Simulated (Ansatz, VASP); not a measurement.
## Cross-check of TiZnSe3 between VASP and Ansatz

Wanted: the spread between two codes on one cell, functional and k mesh. The cell is generated by rule, not measured, and may not be a known phase. The cell is taken from a series of runs on this material, whose earlier steps may have relaxed, scaled, displaced or heated it; both programs get it as it stands.

Program: Ansatz 0.2.0. Level of theory: plane waves, with VASP 6.6.1 beside it; relaxation of cell and atoms at PBE. Results are calculated unless marked as measured.

The structure was built from a prototype and need not be the compound's stable phase.

### Step 1. The structure

Symmetry: R3m, No. 160, trigonal system. The conventional cell has a = 7.255 Å, b = 7.255 Å, c = 9.367 Å, α = 90.00°, β = 90.00°, γ = 120.00°. Zn has 3 Se at 2.42 Å nearest. Nearest to Ti lie 6 Se at 2.42 to 2.84 Å. Se has 1 Zn at 2.42 Å and 2 Ti at 2.42 to 2.84 Å nearest. Farther neighbours and most contacts between anions are not listed.

As a file:

```cif
data_structure
_symmetry_space_group_name_H-M 'R3m:H'
_symmetry_Int_Tables_number 160
_cell_length_a 7.2553
_cell_length_b 7.2553
_cell_length_c 9.3667
_cell_angle_alpha 90.000
_cell_angle_beta 90.000
_cell_angle_gamma 120.000
_cell_volume 427.00
loop_
_atom_site_label
_atom_site_type_symbol
_atom_site_symmetry_multiplicity
_atom_site_Wyckoff_symbol
_atom_site_fract_x
_atom_site_fract_y
_atom_site_fract_z
_atom_site_occupancy
Zn1 Zn 3 a 0.33333 0.66667 0.51057 1
Ti1 Ti 3 a 0.33333 0.66667 0.17293 1
Se1 Se 9 b 0.50111 0.49889 0.04623 1
```

### Step 2. Ansatz: relaxation of cell and atoms, PBE

Ansatz runs on its PAW soft_1 files.

The relaxed volume is the usual yardstick between codes: in a stiff, nearly cubic crystal its relative difference is about their pressure difference at one cell divided by the bulk modulus.

Contents of input.yaml:

```yaml
crystal:
  lattice:
    - [3.6276554116, 2.0944278284, 3.1222361274]
    - [-3.6276554116, 2.0944278284, 3.1222361274]
    - [0.0, -4.1888556568, 3.1222361274]
  atoms:
    - { symbol: Zn, position: [0.8439055514, 0.8439055514, 0.8439055514] }
    - { symbol: Ti, position: [0.5062676604, 0.5062676604, 0.5062676604] }
    - { symbol: Se, position: [0.5473401289, 0.0439970336, 0.5473401289] }
    - { symbol: Se, position: [0.0439970336, 0.5473401289, 0.5473401289] }
    - { symbol: Se, position: [0.5473401289, 0.5473401289, 0.0439970336] }
kpoints:
  mp_grid: { grid: [9, 9, 9] }
hamiltonian:
  xc: pbe
  pseudopotentials: { kind: paw, azcp: { folder: soft_1 } }
scf:
  occupations: { method: methfessel_paxton, width: 0.2 }
output:
  forces: true
  stress: true
  eigenvalues: true
relax:
  adjacent_minimum: "off"
  f_tol: 0.001
  max_steps: 60
  cell: { stress_tol: 0.01 }
```

The run is started by

```console
ansatz run input.yaml --threads 4 --pin off --max-ram 16384MiB --backend cpu --events-out ev --progress --plain --runs-dir out
```

Numbers of over 12 decimals in the logs are rounded to 6 here.

The log of the run:

```text
Engine: ansatz 0.2.0, aarch64-unknown-linux-gnu
Pseudopotentials: kind: paw
Pseudopotential: Zn, paw, valence charge 12, recommended cutoff 420 eV (normal), soft_1/Zn.paw.azcp
Pseudopotential: Ti, paw, valence charge 12, recommended cutoff 420 eV (normal), soft_1/Ti.paw.azcp
Pseudopotential: Se, paw, valence charge 16, recommended cutoff 420 eV (normal), soft_1/Se.paw.azcp
Functional definition: PBE
  parameter kappa = 0.804
  parameter beta = 0.066725
  exchange = pbe_x(kappa = kappa, mu = beta*pi^2/3)
  correlation = pbe_c(beta = beta)
Crystal: 5 atoms, lattice volume = 142.334 Å³
Basis set: ecut = 420 eV, 2771 PW (Γ), exchange–correlation on 72×72×72 points (8 copies of the dense FFT grid, shifted against one another)
Bands: 44, of which v1, the nominal top of the filled ones, is band 36 counted from 1 (35 counted from 0)
Symmetry: 6 space group operations
Space group: R3m (ITA 160), of the structure as read, at distance tolerance 5.2e-5 Å
k-points: 85 of 729 (time reversal used)
Non-local potential: Zn, projectors of the file, l = 0: 2, l = 1: 2, l = 2: 3, l = 3: 1
Non-local potential: Ti, projectors of the file, l = 0: 3, l = 1: 2, l = 2: 3, l = 3: 1
Non-local potential: Se, projectors of the file, l = 0: 2, l = 1: 2, l = 2: 3, l = 3: 1
PAW form: soft (Blöchl's): semilocal exchange-correlation on the pseudo side does not see the compensation charge
PAW one-centre angular grid: Zn, 590 points (default); XC on 64 Gauss nodes
PAW one-centre angular grid: Ti, 590 points (default); XC on 64 Gauss nodes
PAW one-centre angular grid: Se, 590 points (default); XC on 64 Gauss nodes
Initial density: superposition of atomic densities (chi_scale 0.1, normalization cell, long waves kept (reshape's long-wave potential 0.01 eV rms))
Initial wavefunctions: pseudopotential atomic-orbital guess
Functional: x = pbe(κ = 0.804, μ = 0.219515), c = pbe(β = 0.066725)
SCF iter   1: F=—  HF=-22232.380016 eV  |F-HF|=—  |Δ(HF+E_count)|=         —  Δρ=1.63e-1  dr2=7.50e1  ethr=3.10e-3  ⟨swp⟩=6.2  Hψ=13866  notcnv=0
preconditioner: auto → LDOS  [metal: Δε(μ)=0.006 eV  Ē_g=8.156 eV  σ=0.200 eV  W_gap=0.02  n_scr=32 (ndim 8)  ℏωp=18.1 eV  f_vac=0.163  D(μ)=5.83/eV (n_scr^D=44)  β→1.0]
SCF iter   2: F=—  HF=-22228.920482 eV  |F-HF|=—  |Δ(HF+E_count)|=    3.46e0  S|Δr|=    0.00e0  Δρ=4.98e-2  dr2=2.54e0  ethr=3.10e-3  ⟨swp⟩=4.0  Hψ=9537  notcnv=0  defer=97
preconditioner: auto → none  [metal: Δε(μ)=0.034 eV  Ē_g=7.659 eV  σ=0.200 eV  W_gap=0.14  n_scr=32 (ndim 8)  ℏωp=18.1 eV  f_vac=0.185  D(μ)=0.62/eV (n_scr^D=0)  β→0.5]
SCF iter   3: F=—  HF=-22231.110372 eV  |F-HF|=—  |Δ(HF+E_count)|=    2.19e0  S|Δr|=    0.00e0  Δρ=7.39e-2  dr2=1.44e1  ethr=3.10e-3  ⟨swp⟩=3.0  Hψ=9779  notcnv=0  defer=126  recentre
SCF iter   4: F=—  HF=-22228.505934 eV  |F-HF|=—  |Δ(HF+E_count)|=    2.60e0  S|Δr|=    0.00e0  Δρ=3.00e-2  dr2=2.35e0  ethr=3.10e-3  ⟨swp⟩=3.0  Hψ=6931  notcnv=0  defer=171
SCF iter   5: F=—  HF=-22228.247917 eV  |F-HF|=—  |Δ(HF+E_count)|=   2.58e-1  S|Δr|=    0.00e0  Δρ=6.68e-3  dr2=1.06e-1  ethr=3.10e-3  ⟨swp⟩=2.0  Hψ=4894  notcnv=0  defer=161
SCF iter   6: F=—  HF=-22228.248057 eV  |F-HF|=—  |Δ(HF+E_count)|=   1.41e-4  S|Δr|=    0.00e0  Δρ=4.31e-3  dr2=5.63e-2  ethr=1.47e-4  ⟨swp⟩=2.0  Hψ=5355  notcnv=0  defer=161
SCF iter   7: F=—  HF=-22228.243077 eV  |F-HF|=—  |Δ(HF+E_count)|=   4.98e-3  S|Δr|=    0.00e0  Δρ=2.29e-3  dr2=1.44e-2  ethr=7.82e-5  ⟨swp⟩=1.8  Hψ=4487  notcnv=0  defer=124
SCF iter   8: F=—  HF=-22228.241832 eV  |F-HF|=—  |Δ(HF+E_count)|=   1.24e-3  S|Δr|=    0.00e0  Δρ=5.70e-4  dr2=8.34e-4  ethr=2.00e-5  ⟨swp⟩=1.1  Hψ=3621  notcnv=0  defer=124
SCF iter   9: F=—  HF=-22228.241738 eV  |F-HF|=—  |Δ(HF+E_count)|=   9.38e-5  S|Δr|=    0.00e0  Δρ=1.38e-4  dr2=4.42e-5  ethr=1.16e-6  ⟨swp⟩=1.7  Hψ=5266  notcnv=0  defer=124
SCF iter  10: F=—  HF=-22228.241699 eV  |F-HF|=—  |Δ(HF+E_count)|=   3.96e-5  S|Δr|=    0.00e0  Δρ=1.67e-5  dr2=5.23e-7  ethr=6.14e-8  ⟨swp⟩=1.9  Hψ=5079  notcnv=0  defer=124
SCF iter  11: F=—  HF=-22228.241699 eV  |F-HF|=—  |Δ(HF+E_count)|=   2.01e-8  S|Δr|=    0.00e0  Δρ=1.11e-5  dr2=3.37e-7  ethr=1.39e-10  ⟨swp⟩=11.7  Hψ=18004  notcnv=0
SCF iter  12: F=-22228.241699 eV  HF=-22228.241699 eV  |F-HF|=7.20e-8  |Δ(HF+E_count)|=   2.13e-8  S|Δr|=    0.00e0  Δρ=5.35e-6  dr2=7.77e-8  ethr=1.39e-10  ⟨swp⟩=3.0  Hψ=12717  notcnv=0
SCF 1 converged in 12 iterations: F = -22228.241699 eV  dr2 = 7.77e-8
  greatest PAW one-centre occupation: 1.000 electrons in one spin orbital (limit 2), on the Se atom at site 3 (counted from 0), in its partial waves of l = 2
relax step   1: F+E_penalty+E_count = -22228.24169859 eV  Δ(F+E_penalty+E_count) = +0.000e0 eV  max|allowed force component| = 1.191e-3 eV/Å  Δτ_max = 0.0000 Å  P = +0.012 GPa  Ω = 142.334 Å³  (12 SCF iters, dr2 threshold 1.00e-7 eV, accepted)
[...]
relax step   2: F+E_penalty+E_count = -22228.24169450 eV  Δ(F+E_penalty+E_count) = +4.091e-6 eV  max|allowed force component| = 1.200e-3 eV/Å  Δτ_max = 0.0004 Å  P = -0.003 GPa  Ω = 142.409 Å³  energy of the carried Pulay correction = -1.323e-5 eV  (6 SCF iters, dr2 threshold 2.23e-9 eV, accepted)
[...]
relax step   3: F+E_penalty+E_count = -22228.24169445 eV  Δ(F+E_penalty+E_count) = +4.928e-8 eV  max|allowed force component| = 4.836e-4 eV/Å  Δτ_max = 0.0003 Å  P = -0.000 GPa  Ω = 142.412 Å³  energy of the carried Pulay correction = -1.382e-5 eV  (7 SCF iters, dr2 threshold 8.99e-11 eV, accepted)
[...]
relax step   4: F+E_penalty+E_count = -22228.24171045 eV  Δ(F+E_penalty+E_count) = -1.601e-5 eV  max|allowed force component| = 4.809e-4 eV/Å  Δτ_max = 0.0000 Å  P = -0.000 GPa  Ω = 142.412 Å³  stress off target by 2.48e-4 GPa  SCF on the basis re-selected at this cell (its energy is not comparable with the rows above)  (8 SCF iters)
basis re-selected at this cell: Δ(F+E_penalty+E_count) = -1.601e-5 eV, ΔP = -0.000 GPa vs the last step (what re-selecting the basis moved, of the pressure what is left beyond the Pulay correction that the steps carried, after the strain that the cell walked since its last selection, with what the two solves' SCF thresholds leave and, on support functions, any second-order correction that the steps lacked; it is no m [...]
SCF converged after 8 iterations
Stability not checked: this state was not tested for a lower state beside it, because cold or Methfessel-Paxton smearing, or corrected tetrahedra, fill the levels in a way that the test cannot read (fill_not_monotonic; see scf.lower_state_search)
Free energy (F): -22228.241710 eV
Harris-Foulkes:  -22228.241710 eV  (|F-HF|=5.09e-11)
Internal energy: -22228.248025 eV  (E = F + TS)
E sigma→0 (E₀):  -22228.243289 eV
Entropy (-TS):   0.006315 eV (1.263 meV/atom)
Fermi energy:    5.518983 eV
Step filling:    the computed levels leave a gap of 0.0028 eV = 0.0 smearing widths at the electron count; against every level under it full and every level over it empty, smearing changes F+E_penalty+E_count by +0.875 meV and its σ→0 estimate by -0.704 meV
--- Per-component energies (eV) ---
  E_band       = -1536.954247
  E_kinetic    = 756.215893
  E_local      = -13098.464229  (includes V_loc(G=0)·N_el)
  E_nonlocal   = -182.266998
  E_hartree    = 6304.688393
  E_xc         = -447.752584
  E_vxc        = -464.563409  (∫ρ·V_xc dr)
  E_paw        = -9329.622874  (= ΣΔE_a)
  E_vpaw       = -1157.250821  (= ΣTr[D̂ρ^β])
  E_aug_tail   = -0.001467  (compensation charges beyond the density's cutoff)
  E_ewald      = -6231.044158
  E_smearing   = 0.006315  (= −TS)
  E_closure    = 0.000000  (closes the sum)
  Σ components = -22228.241710   (vs F -22228.241710, Δ=0.00e0)
--- Forces (eV/Å), atoms counted from 1 ---
  atom   1  Zn     0.00000000    -0.00000000    -0.00048095
  atom   2  Ti    -0.00000000    -0.00000000    -0.00022145
  atom   3  Se     0.00039642    -0.00022887     0.00023409
  atom   4  Se    -0.00039642    -0.00022887     0.00023409
  atom   5  Se    -0.00000000     0.00045775     0.00023409
  max |Σ_I F_I| component: 1.16e-7 eV/Å
--- Stress (GPa, compression-positive) ---
       -0.000248      -0.000000      -0.000000
       -0.000000      -0.000248      -0.000000
       -0.000000      -0.000000      -0.000159
  P = ⅓ Tr σ = -0.0002 GPa (-0.002 kbar)
--- Band table (eV; the first three rows and the last of 85) ---
  k-point 0: bands = [... 32 lower, 3.7904, 4.4622, 4.4622, 4.8068, 5.5116, 5.9696, 5.9696, 6.6299, ... 4 higher]
  k-point 1: bands = [... 32 lower, 3.7199, 4.3349, 4.3517, 4.7758, 5.5531, 5.9222, 6.1014, 6.6533, ... 4 higher]
  k-point 2: bands = [... 32 lower, 3.4276, 4.0367, 4.1946, 4.7383, 5.7273, 5.9557, 6.3603, 6.8408, ... 4 higher]
  k-point 84: bands = [... 32 lower, 2.4592, 5.0652, 5.2134, 5.5088, 5.6813, 6.5915, 6.6477, 7.3567, ... 4 higher]
--- Relaxed structure (3 steps of the walk, 3 accepted, 1 SCFs on fresh bases) ---
  F+E_penalty+E_count = -22228.24171045 eV   max|allowed force component| = 4.809e-4 eV/Å   (the final SCF, on the basis selected at the relaxed cell)
  cell:  # Å, volume = 142.4119 Å³
    - [3.627234, 2.094184, 3.124674]
    - [-3.627234, 2.094184, 3.124674]
    - [0, -4.188369, 3.124674]
  atoms:
    - { symbol: Zn, position: [0.843828, 0.843828, 0.843828] }
    - { symbol: Ti, position: [0.506278, 0.506278, 0.506278] }
    - { symbol: Se, position: [0.547340, 0.044063, 0.547340] }
    - { symbol: Se, position: [0.044063, 0.547340, 0.547340] }
    - { symbol: Se, position: [0.547340, 0.547340, 0.044063] }
```

The column dr2 measures how far the density is from self-consistency, as an energy; F and HF (Harris–Foulkes) agree once it is small.

(Continued in part 2 of 2.)

[Lines on the potential files, build, host, timing and source positions are cut from VASP's logs without a mark.]

[Logs are printed without paths, hosts, clocks, repeated set-up lines and the standing remarks that a program may print on its own settings, such as how far it seeks lower states.]

[Hosts, paths, dates, database ids (printed as entryN), source tags and the programs' standing remarks are cut or masked in the printed files.]
